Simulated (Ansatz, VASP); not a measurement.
# MgAlAsSe in two plane-wave programs, part 2 of 3

One calculation is typed for both programs; each brings its own data sets. How far apart do they land? The cell is generated by rule, not measured, and may not be a known phase. The cell is taken from a series of runs on this material, whose earlier steps may have relaxed, scaled, displaced or heated it; both programs get it as it stands.

VASP 6.6.1 and Ansatz 0.2.0.

So far: The structure; Ansatz: relaxation of cell and atoms, LDA, pair 1.

## Step 3: VASP: relaxation of cell and atoms, LDA, pair 1

Level of this step: LDA; plane waves and PAW (Al, As, Mg, Se); invented cell (VASP).

The same cell, functional (in two slightly different forms), mesh and smearing now go to VASP, with its own data sets.

Lines of VASP's logs that name or quote its potential files are left out, and so is its time.

Contents of INCAR:

```
SYSTEM = MgAlAsSe
PREC = Accurate
ENCUT = 600
EDIFF = 1E-07
NELM = 120
ISMEAR = 0
SIGMA = 0.1
LREAL = .FALSE.
ALGO = Normal
GGA = CA
NBANDS = 24
LORBIT = 11
LWAVE = .FALSE.
LCHARG = .FALSE.
ISIF = 3
IBRION = 2
NSW = 80
EDIFFG = -0.005
LASPH = .TRUE.
GGA_COMPAT = .FALSE.
NELMIN = 4
EFERMI = MIDGAP
KPAR = 2
```

Contents of POSCAR:

```
MgAlAsSe
1.0
    2.8875000000      2.8875000000      0.0000000000
   -2.8875000000      2.8875000000      0.0000000000
    0.0000000000      0.0000000000     11.5500000000
Al As Mg Se
2 2 2 2
Direct
    0.0000000000      0.0000000000      0.0000000000
    0.5000000000      0.5000000000      0.2500000000
    0.5000000000      0.0000000000      0.1250000000
    0.0000000000      0.5000000000      0.3750000000
    0.0000000000      0.0000000000      0.5000000000
    0.5000000000      0.5000000000      0.7500000000
    0.5000000000      0.0000000000      0.6250000000
    0.0000000000      0.5000000000      0.8750000000
```

Contents of KPOINTS:

```
Automatic mesh
0
Gamma
6 6 2
0 0 0
```

The projector-augmented-wave data sets are Al, As, Mg and Se (LDA family, release 64).

The run is started by

```console
$ mpirun -np 2 vasp_std
```

Numbers of over 12 decimals in the logs are rounded to 6 here.

Output:

```text
[banner, memory and clock lines left out]
running    2 mpi-ranks, on    1 nodes
 distrk:  each k-point on    1 cores,    2 groups
 distr:  one band on    1 cores,    1 groups

 POSCAR found type information on POSCAR AlAsMgSe
 POSCAR found :  4 types and       8 ions
 LDA part: xc-table for (Slater(with rela. corr.)+CA(PZ))
 , standard interpolation
 POSCAR, INCAR and KPOINTS ok, starting setup
 FFT: planning ... GRIDC
 FFT: planning ... GRID_SOFT
 FFT: planning ... GRID
 WAVECAR not read
 entering main loop
       N       E                     dE             d eps       ncg     rms          rms(c)
DAV:   1     0.127154207649E+03    0.12715E+03   -0.12518E+04  1536   0.119E+03
DAV:   2    -0.258642966533E+02   -0.15302E+03   -0.14431E+03  2096   0.169E+02
DAV:   3    -0.385559906109E+02   -0.12692E+02   -0.12613E+02  2016   0.510E+01
DAV:   4    -0.387668205470E+02   -0.21083E+00   -0.21073E+00  1912   0.767E+00
DAV:   5    -0.387698401675E+02   -0.30196E-02   -0.30191E-02  2016   0.968E-01    0.649E+00
DAV:   6    -0.372671104388E+02    0.15027E+01   -0.19321E+00  1904   0.599E+00    0.390E+00
DAV:   7    -0.369884106885E+02    0.27870E+00   -0.13881E+00  1952   0.484E+00    0.168E+00
DAV:   8    -0.369759692403E+02    0.12441E-01   -0.26633E-01  1800   0.235E+00    0.481E-01
DAV:   9    -0.369662094110E+02    0.97598E-02   -0.26845E-02  1960   0.889E-01    0.191E-01
DAV:  10    -0.369664242897E+02   -0.21488E-03   -0.37737E-03  1832   0.254E-01    0.148E-01
DAV:  11    -0.369662841642E+02    0.14013E-03   -0.11027E-03  1960   0.130E-01    0.362E-02
DAV:  12    -0.369662574122E+02    0.26752E-04   -0.83339E-05  1952   0.568E-02    0.248E-02
DAV:  13    -0.369662546134E+02    0.27987E-05   -0.56022E-05  2008   0.310E-02    0.786E-03
DAV:  14    -0.369662528960E+02    0.17174E-05   -0.13875E-05  1800   0.174E-02    0.348E-03
DAV:  15    -0.369662529899E+02   -0.93878E-07   -0.14113E-06  1960   0.561E-03    0.157E-03
DAV:  16    -0.369662529796E+02    0.10299E-07   -0.16072E-07  1456   0.181E-03
   1 F= -.36966253E+02 E0= -.36964912E+02  d E =-.369663E+02
[... from here on, the cycles between the ionic steps are left out ...]
   2 F= -.37134488E+02 E0= -.37134452E+02  d E =-.168235E+00
   3 F= -.37143671E+02 E0= -.37143667E+02  d E =-.177418E+00
   7 F= -.37222221E+02 E0= -.37222220E+02  d E =-.388941E-01
   8 F= -.37224466E+02 E0= -.37224464E+02  d E =-.224508E-02
   9 F= -.37224466E+02 E0= -.37224464E+02  d E =-.224519E-02
  10 F= -.37225796E+02 E0= -.37225794E+02  d E =-.133047E-02
  11 F= -.37225961E+02 E0= -.37225958E+02  d E =-.149561E-02
  12 F= -.37226243E+02 E0= -.37226239E+02  d E =-.281317E-03
  13 F= -.37226243E+02 E0= -.37226239E+02  d E =-.281358E-03
  14 F= -.37226289E+02 E0= -.37226285E+02  d E =-.458207E-04
  15 F= -.37226289E+02 E0= -.37226285E+02  d E =-.458492E-04
  16 F= -.37226300E+02 E0= -.37226296E+02  d E =-.112110E-04
  17 F= -.37226300E+02 E0= -.37226296E+02  d E =-.114141E-04
 curvature:  -0.93 expect dE=-0.506E-05 dE for cont linesearch -0.101E-10
 trial: gam= 0.34044 g(F)=  0.408E-05 g(S)=  0.136E-05 ort =-0.153E-07 (trialstep = 0.155E+01)
 search vector abs. value=  0.793E-05
 bond charge predicted
       N       E                     dE             d eps       ncg     rms          rms(c)
DAV:   1    -0.372263054974E+02   -0.55380E-05   -0.37888E-04  1576   0.883E-02    0.808E-03
DAV:   2    -0.372263067832E+02   -0.12858E-05   -0.24696E-05  1928   0.211E-02    0.336E-03
DAV:   3    -0.372263065033E+02    0.27988E-06   -0.39476E-07  1824   0.360E-03    0.227E-03
DAV:   4    -0.372263063845E+02    0.11889E-06   -0.32100E-07  1888   0.263E-03    0.726E-04
DAV:   5    -0.372263063832E+02    0.12087E-08   -0.49596E-08   888   0.110E-03
  18 F= -.37226306E+02 E0= -.37226303E+02  d E =-.643019E-05
 trial-energy change:   -0.000006  1 .order   -0.000006   -0.000008   -0.000004
 step:   3.3134(harm=  3.3134)  dis= 0.00103  next Energy=   -37.226309 (dE=-0.901E-05)
 reached required accuracy - stopping structural energy minimisation
```

Parts of OUTCAR (step 3):

```text
ion  position               nearest neighbor table
   1  0.000  0.000  0.000-   3 2.50   8 2.50   8 2.50   3 2.50
   2  0.500  0.500  0.250-   3 2.50   4 2.50   3 2.50   4 2.50
   3  0.500  0.000  0.125-   1 2.50   2 2.50   2 2.50   1 2.50
   4  0.000  0.500  0.375-   2 2.50   5 2.50   5 2.50   2 2.50
   5  0.000  0.000  0.500-   4 2.50   7 2.50   4 2.50   7 2.50
   6  0.500  0.500  0.750-   7 2.50   8 2.50   7 2.50   8 2.50
   7  0.500  0.000  0.625-   5 2.50   6 2.50   6 2.50   5 2.50
   8  0.000  0.500  0.875-   1 2.50   6 2.50   1 2.50   6 2.50

  LATTYP: Found a simple tetragonal cell.
 ALAT       =     4.0835416614
 C/A-ratio  =     2.8284271247

 Subroutine GETGRP returns: Found  4 space group operations
 (whereof  4 operations were pure point group operations)

The static configuration has the point symmetry C_2v.

 Found     32 irreducible k-points:

   k-points           NKPTS =     32   k-points in BZ     NKDIM =     32   number of bands    NBANDS=     24

   dimension x,y,z NGX =    36 NGY =   36 NGZ =   96
   dimension x,y,z NGXF=    72 NGYF=   72 NGZF=  192

   ENCUT  =  600.0 eV  44.10 Ry    6.64 a.u.   8.16  8.16 23.07*2*pi/ulx,y,z

   NELECT =      32.0000    total number of electrons

 k-points in reciprocal lattice and weights: Automatic mesh
   0.00000000  0.00000000  0.00000000       0.014
   0.16666667  0.00000000  0.00000000       0.028
   0.00000000  0.16666667  0.00000000       0.028
   0.33333333  0.00000000  0.00000000       0.028
   0.00000000  0.33333333  0.00000000       0.028
   0.50000000  0.00000000  0.00000000       0.014
   0.00000000  0.50000000  0.00000000       0.014
   0.16666667  0.16666667  0.00000000       0.056
   0.33333333  0.16666667  0.00000000       0.056
[...]
-0.33333333  0.50000000  0.50000000       0.028
   0.50000000  0.50000000  0.50000000       0.014

 average (electrostatic) potential at core
       1 -76.0692       2 -75.0508       3 -54.0490       4 -53.0349       5 -37.7233
       6 -38.6531       7 -60.6318       8 -61.6404

 E-fermi :   3.6937

 k-point     1 :       0.0000    0.0000    0.0000
  band No.  band energies     occupation
    ...
     12       1.3950      2.00000
     13       1.4193      2.00000
     14       2.3704      2.00000
     15       2.5122      2.00000
     16       3.2426      2.00000
     17       3.9252      0.00106
     18       4.4216      0.00000
     19       5.0475      0.00000
     20       5.9587      0.00000
     21       6.1601      0.00000
    ...

 k-point     2 :       0.1667    0.0000    0.0000
  band No.  band energies     occupation
    ...
     12       1.1013      2.00000
     13       1.4258      2.00000
     14       1.5043      2.00000
     15       2.2702      2.00000
     16       3.3038      2.00000
     17       4.3259      0.00000
     18       5.1519      0.00000
     19       6.0726      0.00000
     20       6.3843      0.00000
     21       6.7957      0.00000
    ...

 k-point     3 :       0.0000    0.1667    0.0000
  band No.  band energies     occupation
    ...
     12       1.3547      2.00000
     13       1.4845      2.00000
     14       2.1376      2.00000
     15       2.4454      2.00000
     16       2.4940      2.00000
     17       4.7362      0.00000
     18       5.1801      0.00000
     19       5.9947      0.00000
     20       6.1222      0.00000
     21       6.5418      0.00000
    ...

  Total       -0.0002411     -0.0002411     -0.0067750     -0.0017401      0.0000000      0.0000000
  in kB       -0.0020188     -0.0020188     -0.0567285     -0.0145699      0.0000000      0.0000000
  external PRESSURE =      -0.0202554 kB  Pullay stress =       0.0000000 kB

  energy-cutoff  :      600.00
  volume of cell :      191.35
      direct lattice vectors                 reciprocal lattice vectors
     2.847051763  2.847051763  0.000000000     0.175620270  0.175620270  0.000000000
    -2.892746382  2.892746382  0.000000000    -0.172846124  0.172846124  0.000000000
     0.000000000  0.000000000 11.616717999     0.000000000  0.000000000  0.086082833

 POSITION                                       TOTAL-FORCE (eV/Angst)
 -----------------------------------------------------------------------------------
      0.00000      0.00000      0.13381         0.000000      0.000000     -0.001199
     -0.02285      2.86990      2.89044        -0.000000     -0.000000      0.001618
      1.42353      1.42353      1.44710         0.000000      0.000000     -0.002557
     -1.44637      1.44637      4.19719         0.000000      0.000000      0.004284
      0.00000      0.00000      5.67091         0.000000      0.000000     -0.000587
     -0.02285      2.86990      8.70368        -0.000000     -0.000000     -0.000835
     -1.46922      4.31627      7.29663         0.000000      0.000000      0.000762
      1.40068      4.29342     10.31876         0.000000      0.000000     -0.001486
 -----------------------------------------------------------------------------------
    total drift:                                0.000000     -0.000000      0.001069

  FREE ENERGIE OF THE ION-ELECTRON SYSTEM (eV)
  ---------------------------------------------------
  free  energy   TOTEN  =       -37.2263063832 eV

  energy  without entropy=      -37.2262986482  energy(sigma->0) =      -37.22630252

 reached required accuracy - stopping structural energy minimisation

 total charge
# of ion       s       p       d       tot
------------------------------------------
    1        0.416   0.350   0.000   0.766
    2        0.411   0.369   0.000   0.779
    3        1.207   1.681   0.025   2.912
    4        1.203   1.712   0.016   2.930
    5        0.192   0.157   0.032   0.381
    6        0.184   0.156   0.036   0.375
    7        1.436   2.520   0.010   3.966
    8        1.441   2.483   0.018   3.942
--------------------------------------------------
tot          6.488   9.427   0.137  16.053

[... 3 further parts left out ...]
```

CONTCAR:

```
MgAlAsSe
   1.00000000000000
     2.8470517627331478    2.8470517627331478    0.0000000000000000
    -2.8927463816848915    2.8927463816848915    0.0000000000000000
     0.0000000000000000    0.0000000000000000   11.6167179994613807
  Al              As              Mg              Se
     2     2     2     2
Direct
     0.0000000000000000    0.0000000000000000    0.0115188826703255
     0.5000000000000000    0.5000000000000000    0.2488174013652477
     0.5000000000000000    0.0000000000000000    0.1245702761874401
     0.0000000000000000    0.5000000000000000    0.3613061522087626
     0.0000000000000000    0.0000000000000000    0.4881677339122131
     0.5000000000000000    0.5000000000000000    0.7492370477571986
     0.5000000000000000    1.0000000000000000    0.6281145948243030
     1.0000000000000000    0.5000000000000000    0.8882679110745090
```

The run keeps the 4 symmetry operations of its start, so it cannot find a distortion of lower symmetry.

## Step 4: Side by side

Known differences besides the potentials themselves: the two LDA forms differ slightly; the data sets hold 88 valence electrons in Ansatz (on its default PAW (the set named soft_2) files) and 32 in VASP; the cutoff is 420 eV in Ansatz and 600 eV in VASP; VASP's log shows a relativistic correction to its local exchange, Ansatz's none; Ansatz adds a Pulay correction to the stress that steers its cell, VASP none. Total energies have different zeros and are not compared.

Both answers:

```tsv
quantity	Ansatz	VASP	difference
volume (Å³)	191.06	191.35	-0.15 %
edge a after relaxation, in the typed setting (Å)	4.022	4.026	-0.10 %
edge b after relaxation, in the typed setting (Å)	4.092	4.091	+0.02 %
edge c after relaxation, in the typed setting (Å)	11.608	11.617	-0.07 %
```

## Step 5: VASP: relaxation of cell and atoms, LDA, pair 2

The relaxed volume is the usual yardstick between codes: in a stiff, nearly cubic crystal its relative difference is about their pressure difference at one cell divided by the bulk modulus.

Edit INCAR of step 3 so:

```diff
@@ -6,3 +6,3 @@
 ISMEAR = 0
-SIGMA = 0.1
+SIGMA = 0.01
 LREAL = .FALSE.
```

Contents of POSCAR:

```
MgAlAsSe
1.0
    2.8436910000      2.8436910000      0.0000000000
   -2.8901460000      2.8901460000      0.0000000000
    0.0000000000      0.0000000000     11.6288600000
Al As Mg Se
2 2 2 2
Direct
    0.0000000000      0.0000000000      0.0117890318
    0.5000001758      0.5000000000      0.2486732147
    0.5000001758      0.0000000000      0.1245548575
    0.0000000000      0.5000000000      0.3609442370
    0.0000000000      0.0000000000      0.4879223759
    0.5000001758      0.5000000000      0.7493501513
    0.5000001758      0.0000000000      0.6280882219
    0.0000000000      0.5000000000      0.8886779100
```

Contents of KPOINTS:

```
Automatic mesh
0
Gamma
8 8 4
0 0 0
```

The run is started by

```console
$ mpirun -np 2 vasp_std
```

Output:

```text
[... set-up lines as in an earlier step ...]
 entering main loop
       N       E                     dE             d eps       ncg     rms          rms(c)
DAV:   1     0.128206146065E+03    0.12821E+03   -0.12565E+04  3600   0.119E+03
DAV:   2    -0.261066452764E+02   -0.15431E+03   -0.14480E+03  4832   0.169E+02
DAV:   3    -0.387856343207E+02   -0.12679E+02   -0.12593E+02  4712   0.508E+01
DAV:   4    -0.389983455694E+02   -0.21271E+00   -0.21260E+00  4408   0.770E+00
[...]
DAV:  14    -0.372349931227E+02    0.66944E-06   -0.36433E-06  4304   0.110E-02    0.293E-03
DAV:  15    -0.372349932025E+02   -0.79863E-07   -0.20575E-06  4560   0.564E-03    0.117E-03
DAV:  16    -0.372349931576E+02    0.44895E-07   -0.20637E-07  3744   0.229E-03
   1 F= -.37234993E+02 E0= -.37234993E+02  d E =-.372350E+02
[...]
2 F= -.37235119E+02 E0= -.37235119E+02  d E =-.125488E-03
[...]
3 F= -.37235121E+02 E0= -.37235121E+02  d E =-.127351E-03
[...]
4 F= -.37235164E+02 E0= -.37235164E+02  d E =-.430389E-04
[...]
5 F= -.37235218E+02 E0= -.37235218E+02  d E =-.970197E-04
[...]
6 F= -.37235241E+02 E0= -.37235241E+02  d E =-.230281E-04
 trial-energy change:   -0.000023  1 .order   -0.000023   -0.000041   -0.000004
 step:   1.7356(harm=  1.7356)  dis= 0.00094  next Energy=   -37.235241 (dE=-0.230E-04)
 reached required accuracy - stopping structural energy minimisation
```

From OUTCAR (step 5):

```text
  Total        0.0061905      0.0061905      0.0012423     -0.0048338      0.0000000      0.0000000
  in kB        0.0518417      0.0518417      0.0104035     -0.0404795      0.0000000      0.0000000
  external PRESSURE =       0.0380290 kB  Pullay stress =       0.0000000 kB

 POSITION                                       TOTAL-FORCE (eV/Angst)
 -----------------------------------------------------------------------------------
     -0.00000      0.00000      0.13269         0.000000     -0.000000      0.002005
     -0.02296      2.86833      2.89349         0.000000     -0.000000     -0.000654
      1.42268      1.42268      1.44808        -0.000000      0.000000     -0.002184
     -1.44564      1.44564      4.20220         0.000000     -0.000000      0.000031
      0.00000      0.00000      5.67699         0.000000     -0.000000      0.003087
     -0.02296      2.86833      8.71220         0.000000     -0.000000     -0.002911
     -1.46860      4.31397      7.30397        -0.000000      0.000000     -0.000098
     -1.44564      1.44564     10.32804         0.000000     -0.000000      0.000723
 -----------------------------------------------------------------------------------
    total drift:                               -0.000314     -0.000314      0.000975

  FREE ENERGIE OF THE ION-ELECTRON SYSTEM (eV)
  ---------------------------------------------------
  free  energy   TOTEN  =       -37.2352405564 eV

  energy  without entropy=      -37.2352405564  energy(sigma->0) =      -37.23524056

[... 1 part as in an earlier step ...]

[... 3 further parts left out ...]
[key lines of the parts left out:]
E-fermi :   3.6870
```

## Step 6: Ansatz: relaxation of cell and atoms, LDA, pair 2

The same cell, functional (in two slightly different forms) and mesh now go to Ansatz, which takes its cutoff from its data sets.

The cell is taken from a series of runs on this material, whose earlier steps may have relaxed, scaled, displaced or heated it; both programs get it as it stands.

Contents of input.yaml:

```yaml
crystal:
  lattice:
    - [2.8436914839, 2.8436914839, 0.0]
    - [-2.8901461076, 2.8901461076, 0.0]
    - [0.0, 0.0, 11.6288599094]
  atoms:
    - { symbol: Al, position: [0.0, 0.0, 0.0117890709] }
    - { symbol: Al, position: [0.5, 0.5, 0.2486732027] }
    - { symbol: As, position: [0.5, 0.0, 0.1245548839] }
    - { symbol: As, position: [0.0, 0.5, 0.3609442464] }
    - { symbol: Mg, position: [0.0, 0.0, 0.4879223395] }
    - { symbol: Mg, position: [0.5, 0.5, 0.7493501813] }
    - { symbol: Se, position: [0.5, 0.0, 0.6280881975] }
    - { symbol: Se, position: [0.0, 0.5, 0.8886778779] }
kpoints:
  mp_grid: { grid: [8, 8, 4] }
hamiltonian:
  xc: lda
scf:
  occupations: { method: fixed }
output:
  forces: true
  stress: true
  eigenvalues: true
relax:
  adjacent_minimum: "off"
  f_tol: 0.001
  max_steps: 60
  cell: { stress_tol: 0.01 }
```

The run is started by

```console
$ ansatz run input.yaml --threads 4 --pin off --max-ram 14336MiB --backend cpu --events-out ev --progress --plain --runs-dir out
```

Output:

```text
[...]
Crystal: 8 atoms, lattice volume = 191.148 Å³
Basis set: ecut = 420 eV, 3751 PW (Γ)
Bands: 53, of which v1, the nominal top of the filled ones, is band 44 counted from 1 (43 counted from 0)
Symmetry: 4 space group operations
[...]
k-points: 75 of 256 (time reversal used)
[...]
- [2.843549, 2.843549, 0]
    - [-2.890009, 2.890009, 0]
    - [0, 0, 11.629497]
  atoms:
    - { symbol: Al, position: [0, 0, 0.011801] }
    - { symbol: Al, position: [0.500000, 0.5, 0.248670] }
    - { symbol: As, position: [0.5, 0, 0.124563] }
    - { symbol: As, position: [0, 0.5, 0.360934] }
    - { symbol: Mg, position: [0, 0, 0.487919] }
    - { symbol: Mg, position: [0.500000, 0.5, 0.749349] }
    - { symbol: Se, position: [0.5, 0, 0.628086] }
    - { symbol: Se, position: [0, 0.5, 0.888679] }
[key lines of the parts left out:]
SCF converged after 5 iterations
Free energy (F): -25148.918172 eV
Fermi energy:    6.399393 eV
P = ⅓ Tr σ = -0.0003 GPa (-0.003 kbar)
```

## Step 7: Side by side

What differs besides the data sets and the points named for the pairs above, as far as they apply: fixed occupations in Ansatz, narrow Gaussian smearing in VASP; the data sets hold 88 valence electrons in Ansatz (on its default PAW (the set named soft_2) files) and 32 in VASP. Total energies have different zeros and are not compared.

Both answers:

```tsv
quantity	Ansatz	VASP	difference
volume (Å³)	191.14	191.32	-0.09 %
edge a after relaxation, in the typed setting (Å)	4.021	4.024	-0.06 %
edge b after relaxation, in the typed setting (Å)	4.087	4.089	-0.04 %
edge c after relaxation, in the typed setting (Å)	11.630	11.628	+0.01 %
```

(Part 2 of 3 ends here.)

[Lines on the potential files, build, host, timing and source positions are cut from VASP's logs without a mark.]

[Logs are printed without paths, hosts, clocks, repeated set-up lines and the standing remarks that a program may print on its own settings, such as how far it seeks lower states.]

[Hosts, paths, dates, database ids (printed as entryN), source tags and the programs' standing remarks are cut or masked in the printed files.]
